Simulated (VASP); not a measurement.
Output of a VASP run:

OSZICAR:
```
...
DAV:   9    -0.191543509508E+02   -0.14213E-06   -0.64891E-07   780   0.858E-03
   2 F= -.11139741E+02 E0= -.11139347E+02  d E =0.278180E+00
       N       E                     dE             d eps       ncg     rms          rms(c)
DAV:   1    -0.244102694804E+02   -0.52559E+01   -0.64616E+01  1332   0.187E+02    0.112E+01
DAV:   2    -0.215580703800E+02    0.28522E+01   -0.43619E+00  1386   0.384E+01    0.588E+00
DAV:   3    -0.206187628771E+02    0.93931E+00   -0.17820E+00  1366   0.229E+01    0.123E+00
DAV:   4    -0.205635430791E+02    0.55220E-01   -0.14058E-01  1288   0.659E+00    0.669E-01
DAV:   5    -0.205550251084E+02    0.85180E-02   -0.84080E-03  1246   0.110E+00    0.278E-01
DAV:   6    -0.205548366767E+02    0.18843E-03   -0.73878E-04  1330   0.443E-01    0.104E-01
DAV:   7    -0.205548152790E+02    0.21398E-04   -0.22057E-04  1290   0.301E-01    0.155E-02
DAV:   8    -0.205548076782E+02    0.76007E-05   -0.22789E-05  1304   0.683E-02    0.437E-03
DAV:   9    -0.205548078874E+02   -0.20914E-06   -0.86978E-07   672   0.130E-02
   3 F= -.11594219E+02 E0= -.11593977E+02  d E =-.176298E+00
       N       E                     dE             d eps       ncg     rms          rms(c)
DAV:   1    -0.205394002715E+02    0.15407E-01   -0.15855E-02  1332   0.246E+00    0.195E-01
DAV:   2    -0.205385751853E+02    0.82509E-03   -0.12916E-03  1320   0.735E-01    0.985E-02
DAV:   3    -0.205383206710E+02    0.25451E-03   -0.40597E-04  1418   0.358E-01    0.258E-02
DAV:   4    -0.205383046197E+02    0.16051E-04   -0.36201E-05  1324   0.108E-01    0.117E-02
DAV:   5    -0.205383042110E+02    0.40873E-06   -0.12288E-06   686   0.156E-02
   4 F= -.11594373E+02 E0= -.11594116E+02  d E =-.176452E+00
       N       E                     dE             d eps       ncg     rms          rms(c)
DAV:   1    -0.205379034498E+02    0.40117E-03   -0.45047E-02  1242   0.174E+00    0.757E-02
DAV:   2    -0.205378486503E+02    0.54799E-04   -0.84807E-04  1618   0.429E-01    0.456E-02
DAV:   3    -0.205377992878E+02    0.49363E-04   -0.10335E-04  1712   0.151E-01    0.852E-03
DAV:   4    -0.205378006989E+02   -0.14112E-05   -0.20244E-05  1186   0.383E-02    0.480E-03
DAV:   5    -0.205378006959E+02    0.30250E-08   -0.60236E-07   648   0.920E-03
   5 F= -.11594658E+02 E0= -.11594384E+02  d E =-.284899E-03
       N       E                     dE             d eps       ncg     rms          rms(c)
DAV:   1    -0.205376773589E+02    0.12334E-03   -0.12740E-03  1236   0.292E-01    0.128E-02
DAV:   2    -0.205376755039E+02    0.18550E-05   -0.23520E-05  1614   0.716E-02    0.770E-03
DAV:   3    -0.205376741011E+02    0.14028E-05   -0.24905E-06  1026   0.255E-02    0.158E-03
DAV:   4    -0.205376742124E+02   -0.11122E-06   -0.11065E-06   572   0.104E-02
   6 F= -.11594665E+02 E0= -.11594388E+02  d E =-.291732E-03
       N       E                     dE             d eps       ncg     rms          rms(c)
DAV:   1    -0.205342364690E+02    0.34376E-02   -0.26479E-02  1322   0.151E+00    0.205E-01
DAV:   2    -0.205333643684E+02    0.87210E-03   -0.20056E-03  1318   0.814E-01    0.121E-01
DAV:   3    -0.205329321506E+02    0.43222E-03   -0.11655E-03  1620   0.505E-01    0.216E-02
DAV:   4    -0.205329447909E+02   -0.12640E-04   -0.20951E-04  1210   0.156E-01    0.108E-02
DAV:   5    -0.205329441010E+02    0.68990E-06   -0.67970E-06  1308   0.379E-02
   7 F= -.11594785E+02 E0= -.11594535E+02  d E =-.120098E-03
```

### OUTCAR
```
------------------------ aborting loop because EDIFF is reached ----------------------------------------
  FORCE on cell =-STRESS in cart. coord.  units (eV):
  Direction    XX          YY          ZZ          XY          YZ          ZX
  --------------------------------------------------------------------------------------
  Total        8.9800853      8.9800852      8.9226330      0.0000000      0.0000000      0.0000000
  in kB      200.9381421    200.9381401    199.6525919      0.0000000      0.0000000      0.0000000
  external PRESSURE =       0.5096247 kB  Pullay stress =     200.0000000 kB
  volume of cell :       71.60
      direct lattice vectors                 reciprocal lattice vectors
     3.681018653  0.000000000  0.000000000     0.271663932  0.156845245  0.000000000
    -1.840509327  3.187855649 -0.000000000    -0.000000000  0.313690490  0.000000000
    -0.000000000 -0.000000000  6.101856574    -0.000000000 -0.000000000  0.163884547
 POSITION                                       TOTAL-FORCE (eV/Angst)
 -----------------------------------------------------------------------------------
     -0.00000      2.12524      0.00708         0.000000      0.000000      0.005066
      1.84051      1.06262      3.05800        -0.000000      0.000000      0.005066
     -0.00000      2.12524      2.28112        -0.000000     -0.000000     -0.005066
      1.84051      1.06262      5.33205         0.000000      0.000000     -0.005066
 -----------------------------------------------------------------------------------
    total drift:                               -0.000944      0.000544      0.000413
  FREE ENERGIE OF THE ION-ELECTRON SYSTEM (eV)
  ---------------------------------------------------
  free  energy   TOTEN  =       -20.5329441010 eV

  energy  without entropy=      -20.5324434055  energy(sigma->0) =      -20.53269375
  enthalpy is  TOTEN    =       -11.5947851366 eV   P V=        8.9381589645

 reached required accuracy - stopping structural energy minimisation
```
(Selected blocks of OUTCAR.)

POSCAR:
```
SiGe
1
    3.7749367333     0.0000000000     0.0000000000
   -1.8874683666     3.2691910980     0.0000000000
    0.0000000000     0.0000000000     6.2342272696
Si Ge
2 2
Direct
  0.3333330000   0.6666670000   0.0005872645
  0.6666670000   0.3333330000   0.5005872645
  0.3333330000   0.6666670000   0.3744127355
  0.6666670000   0.3333330000   0.8744127355
```

**Question.** Reconstruct the remaining input files.

**Answer.** Several could match; the one computed here: the input of the run itself, PBEsol GGA, plane waves, VASP's PBE PAW potentials (set 64).

INCAR:
```
ALGO  =  Normal
EDIFF  =  1E-6
EDIFFG  =  -0.02
ENCUT  =  500
GGA  =  PS
IBRION  =  2
ISIF  =  3
ISMEAR  =  0
LASPH  =  .TRUE.
LCHARG  =  .FALSE.
LMAXMIX  =  4
LREAL  =  .FALSE.
LWAVE  =  .FALSE.
NELM  =  100
NSW  =  40
PREC  =  Accurate
PSTRESS  =  200
SIGMA  =  0.05
SYSTEM  =  SiGe
```

File KPOINTS:
```
Automatic mesh
0
Gamma
7 7 4
0 0 0
```

POTCAR, in this order: Si Ge_d (PBE.64 set). Program: vasp_std.

Energy and stress use the plane-wave basis of the starting cell.

The structure was generated: SiGe was put into the wurtzite type (P6_3mc), which need not be its known phase. This run relaxes it under an external pressure of 20 GPa. Symmetry was kept, so distortions that lower it aren't found.
